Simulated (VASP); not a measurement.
All values below come from LDA (Ceperley-Alder, Perdew-Zunger), VASP's LDA PAW potentials (set 64) (plane waves; VASP).

Input for VASP

INCAR:
```
# general
SYSTEM =Be5Co
PREC   =Accurate
ENCUT  =300
LREAL  =.False.
LASPH  =.True.

# electronic loop
EDIFF  =1E-6
NELM   =100
ALGO   =Normal
LMAXMIX=4

# smearing
ISMEAR =-1
SIGMA  =0.1

# ions
ISIF   =2

# output
LWAVE  =.False.
LCHARG =.False.
```

POSCAR:
```
Be5Co
1.0
  0.0000000000   2.8839250000   2.8839250000
  2.8839250000   0.0000000000   2.8839250000
  2.8839250000   2.8839250000   0.0000000000
Be Co
5 1
Cart
  1.4733943986   1.4317995483   1.4877332737
  2.1689048230   2.1496142487   3.6093907534
  2.1369365144   3.6370995048   2.1537988238
  3.5836430710   3.5948298160   3.5450676902
  3.5615435537   2.1730028804   2.1797512649
  0.0532430234  -0.0086834982   0.0019178101
```

KPOINTS:
```
Regular mesh
0
Gamma
 8 8 8
0 0 0
```

POTCAR, in this order: Be Co (LDA.64 set). Program: vasp_std.

At this cut-off the stress carries a Pulay error, which pulls relaxed volumes low.

What does the run give for the energy per atom (σ→0), pressure, largest force, band gap (on the k-mesh)?

The energy per atom (σ→0) comes out as -5.049 eV/atom, the band gap (on the k-mesh) is none (metal, semimetal or under 0.01 eV) and the pressure is -5.85 GPa. The largest force is 1.263 eV/Å.

File OSZICAR:
```
...
DAV:   8    -0.303257391702E+02    0.61440E+01   -0.13259E+01  9304   0.925E+01    0.689E+00
DAV:   9    -0.303746196518E+02   -0.48880E-01   -0.10072E+00  6995   0.822E+00    0.416E+00
DAV:  10    -0.303378666956E+02    0.36753E-01   -0.81164E-02 10532   0.462E+00    0.128E+00
DAV:  11    -0.303356287321E+02    0.22380E-02   -0.59004E-03 10450   0.102E+00    0.664E-01
DAV:  12    -0.303349540341E+02    0.67470E-03   -0.12060E-03  9784   0.632E-01    0.167E-01
DAV:  13    -0.303348933997E+02    0.60634E-04   -0.26670E-04 10251   0.267E-01    0.406E-02
DAV:  14    -0.303348935230E+02   -0.12334E-06   -0.58928E-06  7247   0.227E-02
   1 F= -.30334894E+02 E0= -.30292677E+02  d E =-.844333E-01
```

The structure comes from a computed database's Be5Co entry (F-43m); how it stands against other phases isn't given here. The cell was not relaxed at this level, atoms are displaced from their ideal sites. The run is not spin-polarised, so no magnetic state was tried. The electron count is odd and the run is not spin-polarised, which forces a metal.
